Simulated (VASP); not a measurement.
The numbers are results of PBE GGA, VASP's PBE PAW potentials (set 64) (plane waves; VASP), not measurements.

Input for VASP

**INCAR**
```
SYSTEM=TiC
PREC=Low; ENCUT=520; LREAL=F
LASPH=T
EDIFF=1E-6; NELM=100; ALGO=Normal
LMAXMIX=4
ISMEAR=1; SIGMA=0.1
GGA=PE
ISIF=2
LWAVE=F; LCHARG=F
```

File KPOINTS:
```
Automatic
0
G
13 13 13
```

### POSCAR
```
TiC
1
    0.0000000000     2.2083000000     2.2083000000
    2.2083000000     0.0000000000     2.2083000000
    2.2083000000     2.2083000000     0.0000000000
Ti C
1 1
Direct
  0.0000000000   0.0000000000   0.0000000000
  0.5000000000   0.5000000000   0.5000000000
```

POTCAR, in this order: Ti_sv C (PBE.64 set). Program: vasp_std.

The resulting files:

### OUTCAR
```
 ion  position               nearest neighbor table
   1  0.000  0.000  0.000-   2 2.21   2 2.21   2 2.21   2 2.21   2 2.21   2 2.21
   2  0.500  0.500  0.500-   1 2.21   1 2.21   1 2.21   1 2.21   1 2.21   1 2.21
  LATTYP: Found a face centered cubic cell.
 ALAT       =     4.4166000000
 Subroutine PRICEL returns:
 Original cell was already a primitive cell.
 Subroutine GETGRP returns: Found 48 space group operations
The static configuration has the point symmetry O_h .
The dynamic configuration has the point symmetry O_h .
 Subroutine INISYM returns: Found 48 space group operations
 Subroutine IBZKPT returns following result:
 Found     84 irreducible k-points:

 Following reciprocal coordinates:
            Coordinates               Weight
  0.000000  0.000000  0.000000      1.000000
  0.076923  0.000000  0.000000      8.000000
  0.153846  0.000000  0.000000      8.000000
  0.230769  0.000000  0.000000      8.000000
  0.307692  0.000000  0.000000      8.000000
  0.384615  0.000000  0.000000      8.000000
  0.461538  0.000000  0.000000      8.000000
  0.076923  0.076923  0.000000      6.000000
  0.153846  0.076923  0.000000     24.000000
  0.230769  0.076923  0.000000     24.000000
  0.307692  0.076923  0.000000     24.000000
  0.384615  0.076923  0.000000     24.000000
  0.461538  0.076923  0.000000     24.000000
 -0.461538  0.076923  0.000000     24.000000
 -0.384615  0.076923  0.000000     24.000000
 -0.307692  0.076923  0.000000     24.000000
 -0.230769  0.076923  0.000000     24.000000
 -0.153846  0.076923  0.000000     24.000000
 -0.076923  0.076923  0.000000     12.000000
  0.153846  0.153846  0.000000      6.000000
  0.230769  0.153846  0.000000     24.000000
  0.307692  0.153846  0.000000     24.000000
  0.384615  0.153846  0.000000     24.000000
  0.461538  0.153846  0.000000     24.000000
 -0.461538  0.153846  0.000000     24.000000
 -0.384615  0.153846  0.000000     24.000000
 -0.307692  0.153846  0.000000     24.000000
 -0.230769  0.153846  0.000000     24.000000
 -0.153846  0.153846  0.000000     12.000000
  0.230769  0.230769  0.000000      6.000000
  0.307692  0.230769  0.000000     24.000000
  0.384615  0.230769  0.000000     24.000000
  0.461538  0.230769  0.000000     24.000000
 -0.461538  0.230769  0.000000     24.000000
 -0.384615  0.230769  0.000000     24.000000
 -0.307692  0.230769  0.000000     24.000000
 -0.230769  0.230769  0.000000     12.000000
  0.307692  0.307692  0.000000      6.000000
  0.384615  0.307692  0.000000     24.000000
  0.461538  0.307692  0.000000     24.000000
   k-points           NKPTS =     84   k-points in BZ     NKDIM =     84   number of bands    NBANDS=     12
   number of dos      NEDOS =    301   number of ions     NIONS =      2
   total plane-waves  NPLWV =   5832
   dimension x,y,z NGX =    18 NGY =   18 NGZ =   18
   dimension x,y,z NGXF=    20 NGYF=   20 NGZF=   20
   ions per type =               1   1
   PREC   = low       normal or accurate (medium, high low for compatibility)
   ISTART =      0    job   : 0-new  1-cont  2-samecut
   ICHARG =      2    charge: 1-file 2-atom 10-const
   ISPIN  =      1    spin polarized calculation?
   LNONCOLLINEAR =      F non collinear calculations
   LSORBIT =      F    spin-orbit coupling
   INIWAV =      1    electr: 0-lowe 1-rand  2-diag
   ENCUT  =  520.0 eV  38.22 Ry    6.18 a.u.   5.81  5.81  5.81*2*pi/ulx,y,z
   NELM   =    100;   NELMIN=  2; NELMDL= -5     # of ELM steps
   EDIFF  = 0.1E-05   stopping-criterion for ELM
   LREAL  =      F    real-space projection
   NLSPLINE    = F    spline interpolate recip. space projectors
   LMAXMIX     =    4 max onsite mixed and CHGCAR
...
```

### OSZICAR
```
       N       E                     dE             d eps       ncg     rms          rms(c)
DAV:   1     0.119916960459E+03    0.11992E+03   -0.85256E+03  2016   0.158E+03
DAV:   2    -0.141663235789E+02   -0.13408E+03   -0.12800E+03  2100   0.384E+02
DAV:   3    -0.240040503008E+02   -0.98377E+01   -0.95092E+01  2752   0.990E+01
DAV:   4    -0.244117842482E+02   -0.40773E+00   -0.40702E+00  2528   0.194E+01
DAV:   5    -0.244288660091E+02   -0.17082E-01   -0.17081E-01  2804   0.363E+00    0.176E+01
DAV:   6    -0.195114809724E+02    0.49174E+01   -0.34729E+01  2416   0.698E+01    0.776E+00
DAV:   7    -0.187300525678E+02    0.78143E+00   -0.59645E+00  2592   0.300E+01    0.456E+00
DAV:   8    -0.186933312420E+02    0.36721E-01   -0.11854E-01  2168   0.414E+00    0.343E+00
DAV:   9    -0.186688168388E+02    0.24514E-01   -0.29819E-01  2372   0.708E+00    0.910E-01
DAV:  10    -0.186654814841E+02    0.33354E-02   -0.19658E-02  2776   0.174E+00    0.714E-01
DAV:  11    -0.186621125294E+02    0.33690E-02   -0.94276E-03  2336   0.150E+00    0.192E-01
DAV:  12    -0.186619807029E+02    0.13183E-03   -0.90812E-04  2864   0.354E-01    0.494E-02
DAV:  13    -0.186619605578E+02    0.20145E-04   -0.54281E-05  2472   0.827E-02    0.171E-02
DAV:  14    -0.186619586434E+02    0.19144E-05   -0.64833E-06  2896   0.324E-02    0.305E-03
DAV:  15    -0.186619587724E+02   -0.12894E-06   -0.98549E-08  1108   0.415E-03
   1 F= -.18661959E+02 E0= -.18661906E+02  d E =-.158150E-03
```

### OUTCAR
```
------------------------ aborting loop because EDIFF is reached ----------------------------------------
  FORCE on cell =-STRESS in cart. coord.  units (eV):
  Direction    XX          YY          ZZ          XY          YZ          ZX
  --------------------------------------------------------------------------------------
  Total       -1.6914511     -1.6914511     -1.6914511      0.0000000      0.0000000     -0.0000000
  in kB     -125.8246736   -125.8246736   -125.8246736      0.0000000      0.0000000     -0.0000000
  external PRESSURE =    -125.8246736 kB  Pullay stress =       0.0000000 kB
  volume of cell :       21.54
      direct lattice vectors                 reciprocal lattice vectors
     0.000000000  2.208300000  2.208300000    -0.226418512  0.226418512  0.226418512
     2.208300000  0.000000000  2.208300000     0.226418512 -0.226418512  0.226418512
     2.208300000  2.208300000  0.000000000     0.226418512  0.226418512 -0.226418512
 POSITION                                       TOTAL-FORCE (eV/Angst)
 -----------------------------------------------------------------------------------
      0.00000      0.00000      0.00000         0.000000     -0.000000     -0.000000
      2.20830      2.20830      2.20830        -0.000000      0.000000      0.000000
 -----------------------------------------------------------------------------------
    total drift:                                0.000000     -0.000000     -0.000000
  FREE ENERGIE OF THE ION-ELECTRON SYSTEM (eV)
  ---------------------------------------------------
  free  energy   TOTEN  =       -18.6619587724 eV

  energy  without entropy=      -18.6618006221  energy(sigma->0) =      -18.66190606
```
(Selected blocks of OUTCAR.)

The compound is TiC in the rock salt structure. The cell was not relaxed at this level. The run is one of a series of settings (PREC = Low against the base run), some of them coarse on purpose.
